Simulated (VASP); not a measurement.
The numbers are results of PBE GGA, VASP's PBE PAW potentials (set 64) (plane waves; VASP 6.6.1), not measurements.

A VASP calculation is set up with these files.

**POSCAR**
```
Na
1
   -1.8719043282     1.8719043282     1.8719043282
    1.8719043282    -1.8719043282     1.8719043282
    1.8719043282     1.8719043282    -1.8719043282
Na
1
Direct
  0.0000000000   1.0000000000   1.0000000000
```

### INCAR
```
SYSTEM = Na
PREC = Accurate
ENCUT = 500
EDIFF = 1E-6
NELM = 100
ALGO = Normal
LREAL = .FALSE.
LASPH = .TRUE.
ISMEAR = 1
SIGMA = 0.1
GGA = PE
LWAVE = .FALSE.
LCHARG = .FALSE.
IBRION = 2
ISIF = 3
NSW = 40
EDIFFG = -0.02
PSTRESS = 100
```

File KPOINTS:
```
kpoints
0
G
 14 14 14
0 0 0
```

POTCAR, in this order: Na_pv (PBE.64 set). Program: vasp_std.

Output

File OUTCAR:
```
 ion  position               nearest neighbor table
   1  0.000  0.000  0.000-
  LATTYP: Found a body centered cubic cell.
 ALAT       =     3.7438086564
 Subroutine PRICEL returns:
 Original cell was already a primitive cell.
 Subroutine GETGRP returns: Found 48 space group operations
The static configuration has the point symmetry O_h .
The dynamic configuration has the point symmetry O_h .
 Subroutine INISYM returns: Found 48 space group operations
 Subroutine IBZKPT returns following result:
 Found    104 irreducible k-points:

 Following reciprocal coordinates:
            Coordinates               Weight
  0.000000  0.000000  0.000000      1.000000
  0.071429  0.000000  0.000000     12.000000
  0.142857  0.000000  0.000000     12.000000
  0.214286  0.000000  0.000000     12.000000
  0.285714  0.000000  0.000000     12.000000
  0.357143  0.000000  0.000000     12.000000
  0.428571  0.000000  0.000000     12.000000
  0.500000  0.000000  0.000000      6.000000
  0.071429  0.071429  0.000000     24.000000
  0.142857  0.071429  0.000000     48.000000
  0.214286  0.071429  0.000000     48.000000
  0.285714  0.071429 -0.000000     48.000000
  0.357143  0.071429  0.000000     48.000000
  0.428571  0.071429  0.000000     48.000000
  0.142857  0.142857  0.000000     24.000000
  0.214286  0.142857  0.000000     48.000000
  0.285714  0.142857  0.000000     48.000000
  0.357143  0.142857  0.000000     48.000000
  0.428571  0.142857 -0.000000     24.000000
  0.214286  0.214286  0.000000     24.000000
  0.285714  0.214286  0.000000     48.000000
  0.357143  0.214286  0.000000     48.000000
  0.285714  0.285714  0.000000     24.000000
  0.357143  0.285714  0.000000     24.000000
  0.071429  0.071429  0.071429      8.000000
...
```

**OSZICAR**
```
       N       E                     dE             d eps       ncg     rms          rms(c)
DAV:   1     0.183870479474E+02    0.18387E+02   -0.40689E+03  1456   0.891E+02
DAV:   2    -0.875241921124E+00   -0.19262E+02   -0.19234E+02  1547   0.134E+02
DAV:   3    -0.118218824439E+01   -0.30695E+00   -0.30694E+00  1834   0.238E+01
DAV:   4    -0.118420320692E+01   -0.20150E-02   -0.20150E-02  1813   0.173E+00
DAV:   5    -0.118422123914E+01   -0.18032E-04   -0.18032E-04  1799   0.135E-01    0.269E-01
DAV:   6    -0.118270511015E+01    0.15161E-02   -0.72799E-04  1785   0.434E-01    0.173E-01
DAV:   7    -0.118161018500E+01    0.10949E-02   -0.13281E-03  1897   0.517E-01    0.192E-02
DAV:   8    -0.118160840282E+01    0.17822E-05   -0.45334E-05  1666   0.157E-01    0.248E-03
DAV:   9    -0.118160828330E+01    0.11952E-06   -0.26791E-07   819   0.762E-03
   1 F= 0.45596353E+00 E0= 0.45620806E+00  d E =0.455964E+00
       N       E                     dE             d eps       ncg     rms          rms(c)
DAV:   1    -0.165848098052E+01   -0.47687E+00   -0.17374E+01  1456   0.891E+01    0.546E+00
DAV:   2    -0.120217749513E+01    0.45630E+00   -0.65074E-01  1456   0.185E+01    0.270E+00
DAV:   3    -0.106602957345E+01    0.13615E+00   -0.22544E-01  1456   0.104E+01    0.367E-01
DAV:   4    -0.105593020569E+01    0.10099E-01   -0.51752E-03  1596   0.178E+00    0.214E-02
DAV:   5    -0.105571612396E+01    0.21408E-03   -0.54100E-04  1540   0.558E-01    0.891E-03
DAV:   6    -0.105571338764E+01    0.27363E-05   -0.41575E-06  1785   0.300E-02    0.791E-04
DAV:   7    -0.105571329466E+01    0.92984E-07   -0.46925E-07   805   0.154E-02
   2 F= 0.39336060E+00 E0= 0.39361070E+00  d E =-.626029E-01
       N       E                     dE             d eps       ncg     rms          rms(c)
DAV:   1    -0.106175662143E+01   -0.60432E-02   -0.17589E+00  1456   0.304E+01    0.164E+00
DAV:   2    -0.102002215577E+01    0.41734E-01   -0.53634E-02  1463   0.534E+00    0.821E-01
DAV:   3    -0.100684019216E+01    0.13182E-01   -0.23390E-02  1463   0.336E+00    0.913E-02
DAV:   4    -0.100591375822E+01    0.92643E-03   -0.78770E-04  1547   0.697E-01    0.647E-03
DAV:   5    -0.100590454906E+01    0.92092E-05   -0.91418E-06  1771   0.708E-02    0.238E-03
DAV:   6    -0.100590357473E+01    0.97432E-06   -0.96652E-07   763   0.249E-02
   3 F= 0.38959161E+00 E0= 0.38984324E+00  d E =-.663719E-01
```

OUTCAR:
```
------------------------ aborting loop because EDIFF is reached ----------------------------------------
  FORCE on cell =-STRESS in cart. coord.  units (eV):
  Direction    XX          YY          ZZ          XY          YZ          ZX
  --------------------------------------------------------------------------------------
  Total        1.3920642      1.3920642      1.3920642     -0.0000000     -0.0000000      0.0000000
  in kB       99.7541382     99.7541382     99.7541382     -0.0000000     -0.0000000      0.0000000
  external PRESSURE =      -0.2458618 kB  Pullay stress =     100.0000000 kB
  volume of cell :       22.36
      direct lattice vectors                 reciprocal lattice vectors
    -1.774705565  1.774705565  1.774705565     0.000000000  0.281736875  0.281736875
     1.774705565 -1.774705565  1.774705565     0.281736875  0.000000000  0.281736875
     1.774705565  1.774705565 -1.774705565     0.281736875  0.281736875  0.000000000
 POSITION                                       TOTAL-FORCE (eV/Angst)
 -----------------------------------------------------------------------------------
      0.00000      0.00000     -0.00000         0.000000      0.000000      0.000000
 -----------------------------------------------------------------------------------
    total drift:                               -0.000000      0.000000      0.000000
  FREE ENERGIE OF THE ION-ELECTRON SYSTEM (eV)
  ---------------------------------------------------
  free  energy   TOTEN  =        -1.0059035747 eV

  energy  without entropy=       -1.0051486873  energy(sigma->0) =       -1.00565195
  enthalpy is  TOTEN    =         0.3895916098 eV   P V=        1.3954951846

 reached required accuracy - stopping structural energy minimisation
```
(Selected blocks of OUTCAR.)

CONTCAR:
```
Na
   1.00000000000000
    -1.7747055648176207    1.7747055648176209    1.7747055648176209
     1.7747055648176207   -1.7747055648176209    1.7747055648176209
     1.7747055648176207    1.7747055648176209   -1.7747055648176209
  Na
     1
Direct
     0.0000000000000000    0.0000000000000000    0.0000000000000000
```

Energy and stress use the plane-wave basis of the starting cell.

The compound is Na in the bcc structure. This run relaxes it under an external pressure of 10 GPa. Symmetry was kept, so distortions that lower it aren't found.
